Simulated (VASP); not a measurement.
# Tellurium: input slips in a band-gap run and what they do

Some runs for the gap of Tellurium get a fault in the input on purpose. Which of them show, and how? The starting structure is a measured crystal structure from the Crystallography Open Database. Cell and atoms stay as given unless a step says otherwise.

Calculated with VASP 6.6.1; Kohn-Sham DFT with plane waves and PAW; LDA.

The database entry behind the starting cell differs from later determinations by our own check (inner coordinate of an old entry), so it need not match the best structure at ambient conditions.

## 1. Set-up

Symmetry: P3_121, No. 152, trigonal system. The conventional cell has a = 4.454 Å, b = 4.454 Å, c = 5.924 Å, α = 90.00°, β = 90.00°, γ = 120.00°. Nearest to Te lie 2 Te at 2.86 Å.

## 2. Reference bands

Contents of INCAR:

```
SYSTEM = Te
PREC = Accurate
ENCUT = 350
EDIFF = 1E-06
NELM = 100
ISMEAR = 0
SIGMA = 0.03
LREAL = .FALSE.
ALGO = Normal
GGA = CA
NBANDS = 22
LORBIT = 11
LWAVE = .FALSE.
LCHARG = .FALSE.
KPAR = 4
```

Contents of POSCAR:

```
Te
1.0
    4.4540000000      0.0000000000      0.0000000000
   -2.2270000000      3.8572771485      0.0000000000
    0.0000000000      0.0000000000      5.9240000000
Te
3
Direct
    0.7310000000      0.7310000000      0.0000000000
    0.0000000000      0.2690000000      0.6666666667
    0.2690000000      0.0000000000      0.3333333333
```

Contents of KPOINTS:

```
Automatic mesh
0
Gamma
6 6 4
0 0 0
```

Contents of KPOINTS_OPT:

```
Line mode
10
Line-mode
Reciprocal
  0.00000000   0.00000000   0.00000000 GAMMA
  0.50000000   0.00000000   0.00000000 M

  0.50000000   0.00000000   0.00000000 M
  0.33333333   0.33333333   0.00000000 K

  0.33333333   0.33333333   0.00000000 K
  0.00000000   0.00000000   0.00000000 GAMMA

  0.00000000   0.00000000   0.00000000 GAMMA
  0.00000000   0.00000000   0.50000000 A

  0.00000000   0.00000000   0.50000000 A
  0.50000000   0.00000000   0.50000000 L

  0.50000000   0.00000000   0.50000000 L
  0.33333333   0.33333333   0.50000000 H

  0.33333333   0.33333333   0.50000000 H
  0.00000000   0.00000000   0.50000000 A

  0.50000000   0.00000000   0.50000000 L
  0.50000000   0.00000000   0.00000000 M

  0.33333333   0.33333333   0.00000000 K
  0.33333333   0.33333333   0.50000000 H
```

PAW data sets: Te (LDA family, release 64).

Launch:

```console
$ mpirun -np 4 vasp_std
```

The program printed:

```text
[banner, memory and clock lines left out]
running    4 mpi-ranks, on    1 nodes
 distrk:  each k-point on    1 cores,    4 groups
 distr:  one band on    1 cores,    1 groups

 POSCAR found type information on POSCAR Te
 POSCAR found :  1 types and       3 ions
 LDA part: xc-table for (Slater(with rela. corr.)+CA(PZ))
 , standard interpolation
 POSCAR, INCAR and KPOINTS ok, starting setup
 FFT: planning ... GRIDC
 FFT: planning ... GRID_SOFT
 FFT: planning ... GRID
 WAVECAR not read
 entering main loop
       N       E                     dE             d eps       ncg     rms          rms(c)
DAV:   1     0.552442757967E+02    0.55244E+02   -0.49022E+03  1056   0.474E+02
DAV:   2    -0.752465376409E+01   -0.62769E+02   -0.59685E+02  1402   0.986E+01
DAV:   3    -0.113223085418E+02   -0.37977E+01   -0.37676E+01  1312   0.248E+01
DAV:   4    -0.113937443602E+02   -0.71436E-01   -0.71428E-01  1346   0.404E+00
DAV:   5    -0.113947461196E+02   -0.10018E-02   -0.10018E-02  1346   0.414E-01    0.121E+01
DAV:   6    -0.113570591780E+02    0.37687E-01   -0.14895E-02  1248   0.561E-01    0.762E+00
DAV:   7    -0.113433529464E+02    0.13706E-01   -0.36991E-02  1308   0.805E-01    0.321E-01
DAV:   8    -0.113424406843E+02    0.91226E-03   -0.59465E-03  1218   0.344E-01    0.145E-01
DAV:   9    -0.113424582409E+02   -0.17557E-04   -0.20289E-04  1278   0.706E-02    0.711E-02
DAV:  10    -0.113424550688E+02    0.31721E-05   -0.18639E-05  1308   0.193E-02    0.111E-02
DAV:  11    -0.113424548590E+02    0.20978E-06   -0.14548E-06   958   0.615E-03
   1 F= -.11342455E+02 E0= -.11342445E+02  d E =-.187864E-04
 Start KPOINTS_OPT (optional k-point list driver)
k-point batch [1-24\90]
       N       E                     dE             ncg
DAV:   1     0.154828933832E+04   -0.65521E+04     1056
DAV:   2     0.104870703768E+03   -0.14434E+04     1406
DAV:   3     0.199682486563E+02   -0.84902E+02     1302
DAV:   4     0.183178117505E+02   -0.16504E+01     1408
DAV:   5     0.182994379804E+02   -0.18374E-01     1386
DAV:   6     0.182986289603E+02   -0.80902E-03     1472
DAV:   7     0.182986230720E+02   -0.58883E-05     1252
DAV:   8     0.182986228545E+02   -0.21750E-06      872
[...]
k-point batch [73-90\90]
       N       E                     dE             ncg
DAV:   1     0.286569959558E+04   -0.67246E+04      792
DAV:   2     0.176287549112E+04   -0.11028E+04     1094
DAV:   3     0.170239915054E+04   -0.60476E+02      996
DAV:   4     0.170119979344E+04   -0.11994E+01     1058
DAV:   5     0.170118150958E+04   -0.18284E-01     1044
DAV:   6     0.170118067806E+04   -0.83152E-03     1100
DAV:   7     0.170118067661E+04   -0.14450E-05      926
DAV:   8     0.170118067658E+04   -0.31455E-07      658
```

Wall time 35 s (4 MPI ranks of AMD EPYC 7R43, shared host); peak memory 0.55 GiB; 2.2 min of CPU time.

Lines that name or quote the potential files are left out of all logs, and their timing lines are given in words.

OUTCAR, selected parts (step 2):

```text
ion  position               nearest neighbor table
   1  0.731  0.731  0.000-   3 2.86   2 2.86   3 3.47   2 3.47   2 3.47   3 3.47
   2  0.000  0.269  0.667-   1 2.86   3 2.86   1 3.47   1 3.47   3 3.47   3 3.47
   3  0.269  0.000  0.333-   1 2.86   2 2.86   1 3.47   1 3.47   2 3.47   2 3.47

  LATTYP: Found a hexagonal cell.
 ALAT       =     4.4540000000
 C/A-ratio  =     1.3300404131

 Subroutine GETGRP returns: Found  6 space group operations
 (whereof  2 operations were pure point group operations)

The static configuration has the point symmetry C_2 .
 The point group associated with its full space group is D_3 .

 Found     24 irreducible k-points:

   k-points           NKPTS =     24   k-points in BZ     NKDIM =     24   number of bands    NBANDS=     22

   dimension x,y,z NGX =    28 NGY =   28 NGZ =   36
   dimension x,y,z NGXF=    56 NGYF=   56 NGZF=   72

   ENCUT  =  350.0 eV  25.72 Ry    5.07 a.u.   6.79  6.79  9.04*2*pi/ulx,y,z

   NELECT =      18.0000    total number of electrons

 k-points in reciprocal lattice and weights: Automatic mesh
   0.00000000  0.00000000  0.00000000       0.007
   0.16666667  0.00000000  0.00000000       0.042
   0.33333333  0.00000000  0.00000000       0.042
   0.50000000  0.00000000  0.00000000       0.021
   0.16666667  0.16666667  0.00000000       0.042
   0.33333333  0.16666667  0.00000000       0.083
   0.33333333  0.33333333  0.00000000       0.014
   0.00000000  0.00000000  0.25000000       0.014
   0.16666667  0.00000000  0.25000000       0.042
[...]
0.33333333  0.16666667  0.50000000       0.083
   0.33333333  0.33333333  0.50000000       0.014

 average (electrostatic) potential at core
       1 -89.8555       2 -89.8555       3 -89.8555

 E-fermi :   5.8651

 k-point     1 :       0.0000    0.0000    0.0000
  band No.  band energies     occupation
    ...
      5       3.0461      2.00000
      6       3.0461      2.00000
      7       4.1282      2.00000
      8       4.1282      2.00000
      9       4.9684      2.00000
     10       6.7767      0.00000
     11       6.7767      0.00000
     12       7.3674      0.00000
     13      10.6961      0.00000
     14      10.6961      0.00000
    ...

 k-point     2 :       0.1667    0.0000    0.0000
  band No.  band energies     occupation
    ...
      5       2.3265      2.00000
      6       2.6929      2.00000
      7       4.5681      2.00000
      8       4.8957      2.00000
      9       5.0472      2.00000
     10       6.5596      0.00000
     11       6.6737      0.00000
     12       7.2173      0.00000
     13      10.0825      0.00000
     14      10.6959      0.00000
    ...

 k-point     3 :       0.3333    0.0000    0.0000
  band No.  band energies     occupation
    ...
      5       1.5998      2.00000
      6       2.2033      2.00000
      7       3.4236      2.00000
      8       4.8477      2.00000
      9       5.0041      2.00000
     10       6.6010      0.00000
     11       6.7577      0.00000
     12       8.5248      0.00000
     13       9.0508      0.00000
     14      11.6406      0.00000
    ...

  Total       -1.1685950     -1.1685950     -1.1560418      0.0000000      0.0000000      0.0000000
  in kB      -18.3962166    -18.3962166    -18.1986011      0.0000000      0.0000000      0.0000000
  external PRESSURE =     -18.3303448 kB  Pullay stress =       0.0000000 kB

  energy-cutoff  :      350.00
  volume of cell :      101.78
      direct lattice vectors                 reciprocal lattice vectors
     4.454000000  0.000000000  0.000000000     0.224517288  0.129625117  0.000000000
    -2.227000000  3.857277149  0.000000000     0.000000000  0.259250233  0.000000000
     0.000000000  0.000000000  5.924000000     0.000000000  0.000000000  0.168804862

 POSITION                                       TOTAL-FORCE (eV/Angst)
 -----------------------------------------------------------------------------------
      1.62794      2.81967      0.00000        -0.037814     -0.065496     -0.000000
     -0.59906      1.03761      3.94933        -0.037814      0.065496      0.000000
      1.19813      0.00000      1.97467         0.075628      0.000000     -0.000000
 -----------------------------------------------------------------------------------
    total drift:                                0.000000     -0.000000      0.000000

  FREE ENERGIE OF THE ION-ELECTRON SYSTEM (eV)
  ---------------------------------------------------
  free  energy   TOTEN  =       -11.3424548590 eV

  energy  without entropy=      -11.3424360727  energy(sigma->0) =      -11.34244547

 total charge
# of ion       s       p       d       tot
------------------------------------------
    1        1.440   1.819   0.045   3.304
    2        1.440   1.819   0.045   3.304
    3        1.440   1.819   0.045   3.304
--------------------------------------------------
tot          4.320   5.458   0.134   9.913

[... 3 further parts left out ...]
```

Spin-orbit coupling is off here; with elements this heavy it can split and shift levels by tenths of an eV.

The reference gap is 0.101 eV.

## 3. Bands with too few electronic steps

A slip made on purpose: too few electronic steps. Against step 2 the input has NELM = 4.

Edit INCAR of step 2 so:

```diff
@@ -4,3 +4,3 @@
 EDIFF = 1E-06
-NELM = 100
+NELM = 4
 ISMEAR = 0
```

POSCAR is that of step 2.

KPOINTS is that of step 2.

KPOINTS_OPT is that of step 2.

Launch:

```console
$ mpirun -np 4 vasp_std
```

The program printed:

```text
[... set-up lines as in an earlier step ...]
 entering main loop
       N       E                     dE             d eps       ncg     rms          rms(c)
[... 4 cycles as in an earlier step ...]
 -----------------------------------------------------------------------------
|                                                                             |
|           W    W    AA    RRRRR   N    N  II  N    N   GGGG   !!!           |
|           W    W   A  A   R    R  NN   N  II  NN   N  G    G  !!!           |
|           W    W  A    A  R    R  N N  N  II  N N  N  G       !!!           |
|           W WW W  AAAAAA  RRRRR   N  N N  II  N  N N  G  GGG   !            |
|           WW  WW  A    A  R   R   N   NN  II  N   NN  G    G                |
|           W    W  A    A  R    R  N    N  II  N    N   GGGG   !!!           |
|                                                                             |
|     The electronic self-consistency was not achieved in the given           |
|     number of steps (NELM). The forces and other quantities evaluated       |
|     might not be reliable so examine the results carefully. If you find     |
|     spurious results, we suggest increasing NELM, if you were close to      |
|     convergence or switching to a different ALGO or adjusting the           |
|     density mixing parameters otherwise.                                    |
|                                                                             |
 -----------------------------------------------------------------------------

   1 F= -.11393744E+02 E0= -.11393744E+02  d E =-.965783E-09
 Start KPOINTS_OPT (optional k-point list driver)
k-point batch [1-24\90]
       N       E                     dE             ncg
DAV:   1     0.154686224221E+04   -0.65536E+04     1056
DAV:   2     0.104467688037E+03   -0.14424E+04     1406
DAV:   3     0.197695412203E+02   -0.84698E+02     1302
DAV:   4     0.181328436177E+02   -0.16367E+01     1408
[...]
k-point batch [73-90\90]
       N       E                     dE             ncg
DAV:   1     0.286461920808E+04   -0.67257E+04      792
DAV:   2     0.176265018921E+04   -0.11020E+04     1094
DAV:   3     0.170223249356E+04   -0.60418E+02      996
DAV:   4     0.170103936972E+04   -0.11931E+01     1066
```

Run time: 20 s. Hardware: 4 MPI ranks; peak memory 0.54 GiB.

From OUTCAR (step 3):

```text
  Total       -2.2225719     -2.2225719     -1.4075744     -0.0000000      0.0000000      0.0000000
  in kB      -34.9880945    -34.9880945    -22.1582693     -0.0000000      0.0000000      0.0000000
  external PRESSURE =     -30.7114861 kB  Pullay stress =       0.0000000 kB

 POSITION                                       TOTAL-FORCE (eV/Angst)
 -----------------------------------------------------------------------------------
      1.62794      2.81967      0.00000        -0.012393     -0.021466     -0.000000
     -0.59906      1.03761      3.94933        -0.012393      0.021466     -0.000000
      1.19813      0.00000      1.97467         0.024786      0.000000      0.000000
 -----------------------------------------------------------------------------------
    total drift:                                0.000000      0.000000     -0.000000

  FREE ENERGIE OF THE ION-ELECTRON SYSTEM (eV)
  ---------------------------------------------------
  free  energy   TOTEN  =       -11.3937443602 eV

  energy  without entropy=      -11.3937443592  energy(sigma->0) =      -11.39374436

[... 2 parts as in an earlier step ...]

[... 1 further part left out ...]
[key lines of the parts left out:]
E-fermi :   5.8787
```

The electronic loop didn't reach EDIFF within its 4 cycles (NELM).

## 4. Bands with a wide metal-type smearing

A slip made on purpose: a wide metal-type smearing. Against step 2 the input has ISMEAR = 1 and SIGMA = 1 (also changed: NELM).

Edit INCAR of step 3 so:

```diff
@@ -4,5 +4,5 @@
 EDIFF = 1E-06
-NELM = 4
-ISMEAR = 0
-SIGMA = 0.03
+NELM = 60
+ISMEAR = 1
+SIGMA = 1
 LREAL = .FALSE.
```

POSCAR is that of step 3.

KPOINTS is that of step 3.

KPOINTS_OPT is that of step 3.

Launch:

```console
$ mpirun -np 4 vasp_std
```

The program printed:

```text
[... set-up lines as in an earlier step ...]
 entering main loop
       N       E                     dE             d eps       ncg     rms          rms(c)
DAV:   1     0.552495312498E+02    0.55250E+02   -0.49022E+03  1056   0.474E+02
DAV:   2    -0.741383631225E+01   -0.62663E+02   -0.59693E+02  1402   0.986E+01
DAV:   3    -0.111971420818E+02   -0.37833E+01   -0.37473E+01  1312   0.248E+01
DAV:   4    -0.112685098585E+02   -0.71368E-01   -0.71359E-01  1346   0.404E+00
[...]
DAV:   9    -0.112184258398E+02   -0.16939E-04   -0.20226E-04  1272   0.695E-02    0.621E-02
DAV:  10    -0.112184221409E+02    0.36989E-05   -0.17932E-05  1314   0.190E-02    0.106E-02
DAV:  11    -0.112184221435E+02   -0.25924E-08   -0.12741E-06   892   0.553E-03
   1 F= -.11218422E+02 E0= -.11306701E+02  d E =0.264835E+00
 Start KPOINTS_OPT (optional k-point list driver)
k-point batch [1-24\90]
       N       E                     dE             ncg
DAV:   1     0.154719759727E+04   -0.65532E+04     1056
DAV:   2     0.103301963368E+03   -0.14439E+04     1406
DAV:   3     0.183569791061E+02   -0.84945E+02     1302
DAV:   4     0.167049221431E+02   -0.16521E+01     1408
DAV:   5     0.166865179568E+02   -0.18404E-01     1386
DAV:   6     0.166857068887E+02   -0.81107E-03     1472
DAV:   7     0.166857009818E+02   -0.59069E-05     1252
DAV:   8     0.166857007623E+02   -0.21945E-06      872
[...]
k-point batch [73-90\90]
       N       E                     dE             ncg
DAV:   1     0.286486419923E+04   -0.67254E+04      792
DAV:   2     0.176171688712E+04   -0.11031E+04     1094
DAV:   3     0.170119197480E+04   -0.60525E+02      996
DAV:   4     0.169999124960E+04   -0.12007E+01     1058
DAV:   5     0.169997293136E+04   -0.18318E-01     1044
DAV:   6     0.169997209777E+04   -0.83360E-03     1100
DAV:   7     0.169997209632E+04   -0.14501E-05      926
DAV:   8     0.169997209629E+04   -0.30022E-07      658
```

The job ended after 37 s (4 MPI ranks; peak memory 0.55 GiB).

From OUTCAR (step 4):

```text
  Total       -1.3254593     -1.3254593     -1.4417806      0.0000000      0.0000000      0.0000000
  in kB      -20.8656003    -20.8656003    -22.6967494      0.0000000      0.0000000      0.0000000
  external PRESSURE =     -21.4759833 kB  Pullay stress =       0.0000000 kB

 POSITION                                       TOTAL-FORCE (eV/Angst)
 -----------------------------------------------------------------------------------
      1.62794      2.81967      0.00000        -0.052874     -0.091581     -0.000000
     -0.59906      1.03761      3.94933        -0.052874      0.091581     -0.000000
      1.19813      0.00000      1.97467         0.105748      0.000000      0.000000
 -----------------------------------------------------------------------------------
    total drift:                                0.000000     -0.000000      0.000000

  FREE ENERGIE OF THE ION-ELECTRON SYSTEM (eV)
  ---------------------------------------------------
  free  energy   TOTEN  =       -11.2184221435 eV

  energy  without entropy=      -11.4832572305  energy(sigma->0) =      -11.30670051

[... 2 parts as in an earlier step ...]

[... 1 further part left out ...]
[key lines of the parts left out:]
E-fermi :   5.8983
```

With a wide metal-type smearing the gap is 0.108 eV, +0.007 eV from the reference.

(Part 1 of 2 ends here.)

[Lines on the potential files, build, host, timing and source positions are cut from VASP's logs without a mark.]

[Logs are printed without paths, hosts, clocks, repeated set-up lines and the standing remarks that a program may print on its own settings, such as how far it seeks lower states.]

[Hosts, paths, dates, database ids (printed as entryN), source tags and the programs' standing remarks are cut or masked in the printed files.]
